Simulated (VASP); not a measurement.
Level of theory: PBEsol GGA, VASP's PBE PAW potentials (set 64) (plane waves; VASP).

The input files of a VASP run:

**INCAR**
```
SYSTEM = Al
PREC = Accurate; ENCUT = 300; LREAL = .False.
LASPH = .True.
EDIFF = 1E-6; NELM = 100; ALGO = Normal
ISMEAR = -1; SIGMA = 0.136
GGA = PS
ISIF = 2
LWAVE = .False.; LCHARG = .False.
```

POSCAR:
```
Al
1
    0.0000000000     1.9882640000     1.9882640000
    1.9882640000     0.0000000000     1.9882640000
    1.9882640000     1.9882640000     0.0000000000
Al
1
Direct
  0.0000000000   0.0000000000   0.0000000000
```

File KPOINTS:
```
K-points
0
G
  11 11 11
0 0 0
```

POTCAR, in this order: Al (PBE.64 set). Program: vasp_std.

Output

**OSZICAR**
```
       N       E                     dE             d eps       ncg     rms          rms(c)
DAV:   1    -0.335160945076E+01   -0.33516E+01   -0.69475E+02   710   0.195E+02
DAV:   2    -0.412894683021E+01   -0.77734E+00   -0.75223E+00   780   0.209E+01
DAV:   3    -0.413255222750E+01   -0.36054E-02   -0.36038E-02   700   0.146E+00
DAV:   4    -0.413255871852E+01   -0.64910E-05   -0.64897E-05   745   0.564E-02
DAV:   5    -0.413255874768E+01   -0.29159E-07   -0.29606E-07   700   0.322E-03    0.156E+00
DAV:   6    -0.411515582989E+01    0.17403E-01   -0.18707E-03   665   0.273E-01    0.880E-01
DAV:   7    -0.410332025580E+01    0.11836E-01   -0.52228E-03   670   0.442E-01    0.188E-01
DAV:   8    -0.410330103008E+01    0.19226E-04   -0.26727E-05   730   0.497E-02    0.223E-02
DAV:   9    -0.410330034884E+01    0.68124E-06   -0.35605E-07   575   0.406E-03
   1 F= -.41033003E+01 E0= -.40924874E+01  d E =-.216259E-01
```

File OUTCAR:
```
------------------------ aborting loop because EDIFF is reached ----------------------------------------
  FORCE on cell =-STRESS in cart. coord.  units (eV):
  Direction    XX          YY          ZZ          XY          YZ          ZX
  --------------------------------------------------------------------------------------
  Total        0.2672018      0.2672018      0.2672018     -0.0000000     -0.0000000      0.0000000
  in kB       27.2331512     27.2331512     27.2331512     -0.0000000     -0.0000000      0.0000000
  external PRESSURE =      27.2331512 kB  Pullay stress =       0.0000000 kB
  volume of cell :       15.72
      direct lattice vectors                 reciprocal lattice vectors
     0.000000000  1.988264000  1.988264000    -0.251475659  0.251475659  0.251475659
     1.988264000  0.000000000  1.988264000     0.251475659 -0.251475659  0.251475659
     1.988264000  1.988264000  0.000000000     0.251475659  0.251475659 -0.251475659
 POSITION                                       TOTAL-FORCE (eV/Angst)
 -----------------------------------------------------------------------------------
      0.00000      0.00000      0.00000        -0.000000     -0.000000     -0.000000
 -----------------------------------------------------------------------------------
    total drift:                                0.000000     -0.000000     -0.000000
  FREE ENERGIE OF THE ION-ELECTRON SYSTEM (eV)
  ---------------------------------------------------
  free  energy   TOTEN  =        -4.1033003488 eV

  energy  without entropy=       -4.0816744332  energy(sigma->0) =       -4.09248739
```
(Selected blocks of OUTCAR.)

The structure comes from a computed database's Al entry; how it stands against other phases isn't given here. The cell was not relaxed at this level, and its volume differs by -8.7 % from the start's.
